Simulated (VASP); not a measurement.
Here is the system:

```yaml
crystal:
  lattice:
    - [0.00000, 2.40821, 2.40821]
    - [2.40821, 0.00000, 2.40821]
    - [2.40821, 2.40821, 0.00000]
  atoms:
    - { symbol: B, position: [0.00000, 0.00000, 0.00000] }
    - { symbol: As, position: [0.75000, 0.75000, 0.75000] }
```

Computed with PBE GGA, VASP's PBE PAW potentials (set 64) (plane waves; VASP). Run with 530 eV cut-off, 9×9×9 Γ-centred mesh, Gaussian smearing of 0.050 eV, potentials B As.

Problem. Predict the energy per atom (σ→0).

Solution. 
```json
{
 "energy per atom (σ→0)": "-5.707 eV/atom"
}
```

The compound is BAs in the zinc blende structure. It was relaxed first. The start is the result of an earlier pass.
